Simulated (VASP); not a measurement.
# Ruthenium: accuracy against cost in the precision settings and SCF threshold

How sensitive are energy and pressure of Ruthenium to the precision settings and SCF threshold? The series runs use PBE. The precision settings tried: PREC = Low; PREC = Medium; PREC = Normal; PREC = Single; PREC = Accurate; LREAL = Auto; ADDGRID = .TRUE.; LASPH = .FALSE.. The SCF threshold tried: EDIFF = 0.01; EDIFF = 0.001; EDIFF = 1E-04; EDIFF = 1E-05; EDIFF = 1E-06; EDIFF = 1E-08. The start is a cell from a database of measured crystal structures.

Program: VASP 6.6.1. Level of theory: PBE; plane waves and PAW (Ru_pv). Results are calculated unless marked as measured.

**1. Set-up**

It takes space group P6_3/mmc (No. 194, hexagonal). Conventional cell: a = 2.706 Å, b = 2.706 Å, c = 4.282 Å, α = 90.00°, β = 90.00°, γ = 120.00°. Nearest to Ru lie 12 Ru at 2.65 to 2.71 Å.

Structure file:

```cif
data_structure
_symmetry_space_group_name_H-M 'P 1'
_symmetry_Int_Tables_number 1
_cell_length_a 2.7058
_cell_length_b 2.7058
_cell_length_c 4.2819
_cell_angle_alpha 90.000
_cell_angle_beta 90.000
_cell_angle_gamma 120.000
_cell_volume 27.15
loop_
_atom_site_label
_atom_site_type_symbol
_atom_site_fract_x
_atom_site_fract_y
_atom_site_fract_z
_atom_site_occupancy
Ru1 Ru 0.33333 0.66667 0.25000 1
Ru2 Ru 0.66667 0.33333 0.75000 1
```

**2. Precision settings: PREC = Low**

PREC sets the FFT grids, and LREAL, ADDGRID and LASPH trade speed for accuracy. PBE, the usual starting point, adds the gradient of the density.

File INCAR:

```
SYSTEM = Ru
PREC = Low
ENCUT = 400
EDIFF = 1E-06
NELM = 100
ISMEAR = -1
SIGMA = 0.05
LREAL = .FALSE.
ALGO = Normal
GGA = PE
NBANDS = 20
LASPH = .TRUE.
LORBIT = 11
LWAVE = .FALSE.
LCHARG = .FALSE.
KPAR = 2
ISIF = 2
```

File POSCAR:

```
Ru
1.0
    2.7058000000      0.0000000000      0.0000000000
   -1.3529000000      2.3432915376      0.0000000000
    0.0000000000      0.0000000000      4.2819000000
Ru
2
Direct
    0.3333333333      0.6666666667      0.2500000000
    0.6666666667      0.3333333333      0.7500000000
```

File KPOINTS:

```
Automatic mesh
0
Gamma
9 9 5
0 0 0
```

The projector-augmented-wave data sets are Ru_pv (PBE family, release 64).

Run with:

```console
$ mpirun -np 2 vasp_std
```

Log:

```text
[banner, memory and clock lines left out]
running    2 mpi-ranks, on    1 nodes
 distrk:  each k-point on    1 cores,    2 groups
 distr:  one band on    1 cores,    1 groups

 POSCAR found type information on POSCAR Ru
 POSCAR found :  1 types and       2 ions
 LDA part: xc-table for (Slater+PW92), standard interpolation
 POSCAR, INCAR and KPOINTS ok, starting setup
 FFT: planning ... GRIDC
 FFT: planning ... GRID_SOFT
 FFT: planning ... GRID
 WAVECAR not read
 entering main loop
       N       E                     dE             d eps       ncg     rms          rms(c)
DAV:   1     0.246406812071E+03    0.24641E+03   -0.15589E+04  1440   0.130E+03
DAV:   2    -0.149534225611E+02   -0.26136E+03   -0.25409E+03  1504   0.415E+02
DAV:   3    -0.198033896360E+02   -0.48500E+01   -0.48155E+01  1648   0.634E+01
DAV:   4    -0.198407443420E+02   -0.37355E-01   -0.37332E-01  1840   0.535E+00
DAV:   5    -0.198412282411E+02   -0.48390E-03   -0.48287E-03  1628   0.526E-01    0.177E+01
DAV:   6    -0.185842330207E+02    0.12570E+01   -0.28709E+00  1604   0.171E+01    0.480E+00
DAV:   7    -0.184985626690E+02    0.85670E-01   -0.43365E-01  1684   0.523E+00    0.104E+00
DAV:   8    -0.184928145294E+02    0.57481E-02   -0.28166E-02  1608   0.106E+00    0.343E-01
DAV:   9    -0.184919886848E+02    0.82584E-03   -0.25807E-03  1596   0.557E-01    0.439E-02
DAV:  10    -0.184919711882E+02    0.17497E-04   -0.21477E-04  1640   0.147E-01    0.330E-02
DAV:  11    -0.184919682355E+02    0.29528E-05   -0.13572E-05  1660   0.351E-02    0.208E-03
DAV:  12    -0.184919680058E+02    0.22967E-06   -0.20334E-07  1032   0.426E-03
   1 F= -.18491968E+02 E0= -.18485488E+02  d E =-.129599E-01
```

The job ended after 2 s (2 MPI ranks of AMD EPYC 9R45, shared host; peak memory 0.16 GiB; 3.2 s of CPU time).

The logs omit lines about the potential files and the build; timing stands in the text.

From OUTCAR (step 2):

```text
ion  position               nearest neighbor table
   1  0.333  0.667  0.250-   2 2.65   2 2.65   2 2.65   2 2.65   2 2.65   2 2.65
   2  0.667  0.333  0.750-   1 2.65   1 2.65   1 2.65   1 2.65   1 2.65   1 2.65

  LATTYP: Found a hexagonal cell.
 ALAT       =     2.7058000000
 C/A-ratio  =     1.5824894671

 Subroutine GETGRP returns: Found 24 space group operations
 (whereof 12 operations were pure point group operations)

The static configuration has the point symmetry D_3d.
 The point group associated with its full space group is D_6h.

 Found     36 irreducible k-points:

   k-points           NKPTS =     36   k-points in BZ     NKDIM =     36   number of bands    NBANDS=     20

   dimension x,y,z NGX =    14 NGY =   14 NGZ =   24
   dimension x,y,z NGXF=    14 NGYF=   14 NGZF=   24

   ENCUT  =  400.0 eV  29.40 Ry    5.42 a.u.   4.41  4.41  6.98*2*pi/ulx,y,z

   NELECT =      28.0000    total number of electrons

 k-points in reciprocal lattice and weights: Automatic mesh
   0.00000000  0.00000000  0.00000000       0.002
   0.11111111 -0.00000000  0.00000000       0.015
   0.22222222  0.00000000  0.00000000       0.015
   0.33333333  0.00000000  0.00000000       0.015
   0.44444444  0.00000000  0.00000000       0.015
   0.11111111  0.11111111  0.00000000       0.015
   0.22222222  0.11111111  0.00000000       0.030
   0.33333333  0.11111111  0.00000000       0.030
   0.44444444  0.11111111  0.00000000       0.015
[...]
0.33333333  0.22222222  0.40000000       0.059
   0.33333333  0.33333333  0.40000000       0.010

 average (electrostatic) potential at core
       1 -67.2163       2 -67.2163

 E-fermi :  12.9402

 k-point     1 :       0.0000    0.0000    0.0000
  band No.  band energies     occupation
    ...
     11      10.4243      2.00000
     12      10.9158      2.00000
     13      10.9160      2.00000
     14      11.4547      2.00000
     15      11.4548      2.00000
     16      14.0248      0.00000
     17      14.0249      0.00000
     18      14.1429      0.00000
     19      23.1312      0.00000
     20      23.2754      0.00000

 k-point     2 :       0.1111   -0.0000    0.0000
  band No.  band energies     occupation
    ...
     12      10.9303      2.00000
     13      10.9669      2.00000
     14      11.1925      2.00000
     15      11.2538      2.00000
     16      12.1631      2.00000
     17      14.1833      0.00000
     18      16.7028      0.00000
     19      23.0685      0.00000
     20      23.2566      0.00000

 k-point     3 :       0.2222    0.0000    0.0000
  band No.  band energies     occupation
    ...
     12      10.6505      2.00000
     13      11.4372      2.00000
     14      11.6278      2.00000
     15      11.8778      2.00000
     16      12.1863      2.00000
     17      14.4610      0.00000
     18      19.5395      0.00000
     19      22.8658      0.00000
     20      23.2634      0.00000

  Total        0.5539086      0.5539086      0.5276736      0.0000000      0.0000000     -0.0000000
  in kB       32.6881336     32.6881336     31.1399116      0.0000000      0.0000000     -0.0000000
  external PRESSURE =      32.1720596 kB  Pullay stress =       0.0000000 kB

  energy-cutoff  :      400.00
  volume of cell :       27.15
      direct lattice vectors                 reciprocal lattice vectors
     2.705800000  0.000000000  0.000000000     0.369576465  0.213375072  0.000000000
    -1.352900000  2.343291538  0.000000000     0.000000000  0.426750144  0.000000000
     0.000000000  0.000000000  4.281900000     0.000000000  0.000000000  0.233541185

 POSITION                                       TOTAL-FORCE (eV/Angst)
 -----------------------------------------------------------------------------------
     -0.00000      1.56219      1.07048        -0.000000     -0.000000      0.000000
      1.35290      0.78110      3.21143         0.000000      0.000000      0.000000
 -----------------------------------------------------------------------------------
    total drift:                               -0.000000      0.000000     -0.000000

  FREE ENERGIE OF THE ION-ELECTRON SYSTEM (eV)
  ---------------------------------------------------
  free  energy   TOTEN  =       -18.4919680058 eV

  energy  without entropy=      -18.4790080600  energy(sigma->0) =      -18.48548803

 total charge
# of ion       s       p       d       tot
------------------------------------------
    1        0.406   6.316   5.948  12.669
    2        0.406   6.316   5.948  12.669
--------------------------------------------------
tot          0.812  12.632  11.895  25.339

[... 3 further parts left out ...]
```

The k-mesh is coarse for a metal.

Numbers from this step:

| Quantity | Value |
| --- | --- |
| electronic steps | 12 |
| electrons | 28 |
| bands | 20 |
| irreducible k points | 36 |
| symmetry operations | 24 |
| free energy (TOTEN) | -18.49 eV |
| energy at zero smearing | -18.49 eV |
| Fermi energy | 12.94 eV |
| pressure | 3.217 GPa |
| metallic | yes |

The series starts at -9.2427 eV an atom and 3.22 GPa, after 12 cycles in 2 s.

**3. Precision settings: PREC = Medium**

Changes to INCAR since step 2:

```diff
@@ -1,3 +1,3 @@
 SYSTEM = Ru
-PREC = Low
+PREC = Medium
 ENCUT = 400
```

POSCAR is that of step 2.

KPOINTS is that of step 2.

Run with:

```console
$ mpirun -np 2 vasp_std
```

Log:

```text
[... set-up lines as in an earlier step ...]
 entering main loop
       N       E                     dE             d eps       ncg     rms          rms(c)
DAV:   1     0.246406649723E+03    0.24641E+03   -0.15589E+04  1440   0.130E+03
DAV:   2    -0.149537924296E+02   -0.26136E+03   -0.25409E+03  1504   0.415E+02
DAV:   3    -0.198037058051E+02   -0.48499E+01   -0.48154E+01  1648   0.634E+01
DAV:   4    -0.198410592893E+02   -0.37353E-01   -0.37331E-01  1840   0.535E+00
[...]
DAV:  10    -0.184924536584E+02    0.17833E-04   -0.23578E-04  1640   0.154E-01    0.348E-02
DAV:  11    -0.184924499774E+02    0.36811E-05   -0.16757E-05  1648   0.390E-02    0.218E-03
DAV:  12    -0.184924497880E+02    0.18936E-06   -0.17760E-07  1020   0.416E-03
   1 F= -.18492450E+02 E0= -.18485968E+02  d E =-.129627E-01
```

Wall time 2 s (2 MPI ranks); peak memory 0.16 GiB; 3.2 s of CPU time.

Parts of OUTCAR (step 3):

```text
  Total        0.5616504      0.5616504      0.5295405     -0.0000000      0.0000000      0.0000000
  in kB       33.1450077     33.1450077     31.2500869     -0.0000000      0.0000000      0.0000000
  external PRESSURE =      32.5133674 kB  Pullay stress =       0.0000000 kB

  FREE ENERGIE OF THE ION-ELECTRON SYSTEM (eV)
  ---------------------------------------------------
  free  energy   TOTEN  =       -18.4924497880 eV

  energy  without entropy=      -18.4794871041  energy(sigma->0) =      -18.48596845

[... 3 parts as in an earlier step ...]

[... 1 further part left out ...]
[key lines of the parts left out:]
E-fermi :  12.9401
```

Against the first of the series the energy moves by -0.24 meV an atom and the pressure by +0.03 GPa, after 12 cycles in 2 s.

**4. Precision settings: PREC = Normal**

Changes to INCAR since step 3:

```diff
@@ -1,3 +1,3 @@
 SYSTEM = Ru
-PREC = Medium
+PREC = Normal
 ENCUT = 400
```

POSCAR is that of step 3.

KPOINTS is that of step 3.

Run with:

```console
$ mpirun -np 2 vasp_std
```

Log:

```text
[... set-up lines as in an earlier step ...]
 entering main loop
       N       E                     dE             d eps       ncg     rms          rms(c)
DAV:   1     0.246406669341E+03    0.24641E+03   -0.15589E+04  1440   0.130E+03
DAV:   2    -0.149537769493E+02   -0.26136E+03   -0.25409E+03  1504   0.415E+02
DAV:   3    -0.198036698962E+02   -0.48499E+01   -0.48154E+01  1648   0.634E+01
DAV:   4    -0.198410230083E+02   -0.37353E-01   -0.37330E-01  1840   0.535E+00
[...]
DAV:  10    -0.184925009591E+02    0.17673E-04   -0.23568E-04  1640   0.154E-01    0.348E-02
DAV:  11    -0.184924973574E+02    0.36017E-05   -0.16767E-05  1648   0.390E-02    0.218E-03
DAV:  12    -0.184924971754E+02    0.18196E-06   -0.17744E-07  1020   0.416E-03
   1 F= -.18492497E+02 E0= -.18486017E+02  d E =-.129605E-01
```

It took 2.2 s on 2 MPI ranks; peak memory 0.18 GiB; 3.4 s of CPU time.

From OUTCAR (step 4):

```text
  Total        0.5588518      0.5588518      0.5494486     -0.0000000      0.0000000      0.0000000
  in kB       32.9798540     32.9798540     32.4249360     -0.0000000      0.0000000      0.0000000
  external PRESSURE =      32.7948813 kB  Pullay stress =       0.0000000 kB

 POSITION                                       TOTAL-FORCE (eV/Angst)
 -----------------------------------------------------------------------------------
     -0.00000      1.56219      1.07048         0.000000      0.000000      0.000000
      1.35290      0.78110      3.21143        -0.000000      0.000000      0.000000
 -----------------------------------------------------------------------------------
    total drift:                               -0.000000      0.000000     -0.000000

  FREE ENERGIE OF THE ION-ELECTRON SYSTEM (eV)
  ---------------------------------------------------
  free  energy   TOTEN  =       -18.4924971754 eV

  energy  without entropy=      -18.4795366457  energy(sigma->0) =      -18.48601691

[... 2 parts as in an earlier step ...]

[... 1 further part left out ...]
[key lines of the parts left out:]
E-fermi :  12.9401
```

Against the first of the series the energy moves by -0.26 meV an atom and the pressure by +0.06 GPa, after 12 cycles in 2.2 s.

**5. Precision settings: PREC = Single**

Changes to INCAR since step 4:

```diff
@@ -1,3 +1,3 @@
 SYSTEM = Ru
-PREC = Normal
+PREC = Single
 ENCUT = 400
```

POSCAR is that of step 4.

KPOINTS is that of step 4.

Run with:

```console
$ mpirun -np 2 vasp_std
```

Log:

```text
[... set-up lines as in an earlier step ...]
 entering main loop
       N       E                     dE             d eps       ncg     rms          rms(c)
DAV:   1     0.246406790006E+03    0.24641E+03   -0.15589E+04  1440   0.130E+03
DAV:   2    -0.149537691265E+02   -0.26136E+03   -0.25409E+03  1504   0.415E+02
DAV:   3    -0.198036658990E+02   -0.48499E+01   -0.48154E+01  1648   0.634E+01
DAV:   4    -0.198410218674E+02   -0.37356E-01   -0.37333E-01  1840   0.535E+00
[...]
DAV:  10    -0.184924340017E+02    0.17842E-04   -0.23581E-04  1640   0.154E-01    0.348E-02
DAV:  11    -0.184924303205E+02    0.36812E-05   -0.16758E-05  1648   0.390E-02    0.218E-03
DAV:  12    -0.184924301330E+02    0.18751E-06   -0.17761E-07  1016   0.416E-03
   1 F= -.18492430E+02 E0= -.18485949E+02  d E =-.129627E-01
```

It took 2.8 s on 2 MPI ranks; peak memory 0.17 GiB.

Parts of OUTCAR (step 5):

```text
  Total        0.5618701      0.5618701      0.5295426      0.0000000      0.0000000      0.0000000
  in kB       33.1579710     33.1579710     31.2502135      0.0000000      0.0000000      0.0000000
  external PRESSURE =      32.5220518 kB  Pullay stress =       0.0000000 kB

 POSITION                                       TOTAL-FORCE (eV/Angst)
 -----------------------------------------------------------------------------------
     -0.00000      1.56219      1.07048         0.000000     -0.000000      0.000000
      1.35290      0.78110      3.21143        -0.000000      0.000000      0.000000
 -----------------------------------------------------------------------------------
    total drift:                               -0.000000      0.000000     -0.000000

  FREE ENERGIE OF THE ION-ELECTRON SYSTEM (eV)
  ---------------------------------------------------
  free  energy   TOTEN  =       -18.4924301330 eV

  energy  without entropy=      -18.4794674787  energy(sigma->0) =      -18.48594881

[... 2 parts as in an earlier step ...]

[... 1 further part left out ...]
[key lines of the parts left out:]
E-fermi :  12.9401
```

Against the first of the series the energy moves by -0.23 meV an atom and the pressure by +0.03 GPa, after 12 cycles in 2.8 s.

**6. Precision settings: PREC = Accurate**

Changes to INCAR since step 5:

```diff
@@ -1,3 +1,3 @@
 SYSTEM = Ru
-PREC = Single
+PREC = Accurate
 ENCUT = 400
```

POSCAR is that of step 5.

KPOINTS is that of step 5.

Run with:

```console
$ mpirun -np 2 vasp_std
```

Log:

```text
[... set-up lines as in an earlier step ...]
 entering main loop
       N       E                     dE             d eps       ncg     rms          rms(c)
DAV:   1     0.246406828906E+03    0.24641E+03   -0.15589E+04  1440   0.130E+03
DAV:   2    -0.149537273090E+02   -0.26136E+03   -0.25409E+03  1504   0.415E+02
DAV:   3    -0.198036029074E+02   -0.48499E+01   -0.48154E+01  1648   0.634E+01
DAV:   4    -0.198409585656E+02   -0.37356E-01   -0.37333E-01  1840   0.535E+00
[...]
DAV:  10    -0.184924466299E+02    0.17685E-04   -0.23575E-04  1640   0.154E-01    0.348E-02
DAV:  11    -0.184924430344E+02    0.35955E-05   -0.16773E-05  1640   0.391E-02    0.218E-03
DAV:  12    -0.184924428540E+02    0.18037E-06   -0.17754E-07  1028   0.416E-03
   1 F= -.18492443E+02 E0= -.18485963E+02  d E =-.129604E-01
```

Elapsed: 3 s, on 2 MPI ranks; peak memory 0.2 GiB; 5.2 s of CPU time.

OUTCAR, selected parts (step 6):

```text
  Total        0.5577344      0.5577344      0.5490938     -0.0000000      0.0000000     -0.0000000
  in kB       32.9139112     32.9139112     32.4039980     -0.0000000      0.0000000     -0.0000000
  external PRESSURE =      32.7439401 kB  Pullay stress =       0.0000000 kB

  FREE ENERGIE OF THE ION-ELECTRON SYSTEM (eV)
  ---------------------------------------------------
  free  energy   TOTEN  =       -18.4924428540 eV

  energy  without entropy=      -18.4794824313  energy(sigma->0) =      -18.48596264

[... 3 parts as in an earlier step ...]

[... 1 further part left out ...]
[key lines of the parts left out:]
E-fermi :  12.9401
```

Against the first of the series the energy moves by -0.24 meV an atom and the pressure by +0.06 GPa, after 12 cycles in 3 s.

**7. Precision settings: LREAL = Auto**

Changes to INCAR since step 6:

```diff
@@ -7,3 +7,3 @@
 SIGMA = 0.05
-LREAL = .FALSE.
+LREAL = Auto
 ALGO = Normal
```

POSCAR is that of step 6.

KPOINTS is that of step 6.

Run with:

```console
$ mpirun -np 2 vasp_std
```

Log:

```text
[banner, memory and clock lines left out]
running    2 mpi-ranks, on    1 nodes
[...]
|                                                                             |
|               ----> ADVICE to this user running VASP <----                  |
|                                                                             |
|     You have a (more or less) 'small supercell' and for smaller cells       |
|     it is recommended to use the reciprocal-space projection scheme!        |
|     The real-space optimization is not efficient for small cells and it     |
|     is also less accurate ...                                               |
|     Therefore, set LREAL=.FALSE. in the INCAR file.                         |
|                                                                             |

 LDA part: xc-table for (Slater+PW92), standard interpolation
 POSCAR, INCAR and KPOINTS ok, starting setup
[...]
entering main loop
       N       E                     dE             d eps       ncg     rms          rms(c)
DAV:   1     0.246406021316E+03    0.24641E+03   -0.15589E+04  1440   0.130E+03
DAV:   2    -0.149548207741E+02   -0.26136E+03   -0.25409E+03  1504   0.415E+02
DAV:   3    -0.198046860252E+02   -0.48499E+01   -0.48154E+01  1648   0.634E+01
DAV:   4    -0.198420444865E+02   -0.37358E-01   -0.37336E-01  1840   0.535E+00
[...]
DAV:  10    -0.184934835787E+02    0.16790E-04   -0.21470E-04  1640   0.147E-01    0.329E-02
DAV:  11    -0.184934807885E+02    0.27902E-05   -0.13545E-05  1652   0.351E-02    0.208E-03
DAV:  12    -0.184934805885E+02    0.19998E-06   -0.20283E-07  1032   0.425E-03
   1 F= -.18493481E+02 E0= -.18487000E+02  d E =-.129604E-01
```

The job ended after 5 s (2 MPI ranks; peak memory 0.21 GiB).

Parts of OUTCAR (step 7):

```text
  Total        0.5499088      0.5499088      0.5463336     -0.0000000     -0.0000000      0.0000000
  in kB       32.4520928     32.4520928     32.2411104     -0.0000000     -0.0000000      0.0000000
  external PRESSURE =      32.3817653 kB  Pullay stress =       0.0000000 kB

 POSITION                                       TOTAL-FORCE (eV/Angst)
 -----------------------------------------------------------------------------------
     -0.00000      1.56219      1.07048         0.000000      0.000000      0.000000
      1.35290      0.78110      3.21143        -0.000000     -0.000000      0.000000
 -----------------------------------------------------------------------------------
    total drift:                               -0.000000      0.000000     -0.000000

  FREE ENERGIE OF THE ION-ELECTRON SYSTEM (eV)
  ---------------------------------------------------
  free  energy   TOTEN  =       -18.4934805885 eV

  energy  without entropy=      -18.4805201913  energy(sigma->0) =      -18.48700039

[... 2 parts as in an earlier step ...]

[... 1 further part left out ...]
[key lines of the parts left out:]
E-fermi :  12.9400
```

Against PREC = Accurate, on which this run builds, the energy moves by -0.52 meV an atom and the pressure by -0.04 GPa, after 12 cycles in 5 s.

(Part 1 of 2 ends here.)

[Lines on the potential files, build, host, timing and source positions are cut from VASP's logs without a mark.]

[Logs are printed without paths, hosts, clocks, repeated set-up lines and the standing remarks that a program may print on its own settings, such as how far it seeks lower states.]

[Hosts, paths, dates, database ids (printed as entryN), source tags and the programs' standing remarks are cut or masked in the printed files.]

[A measured line is paired with the nearest computed mode of its activity, which favours agreement.]
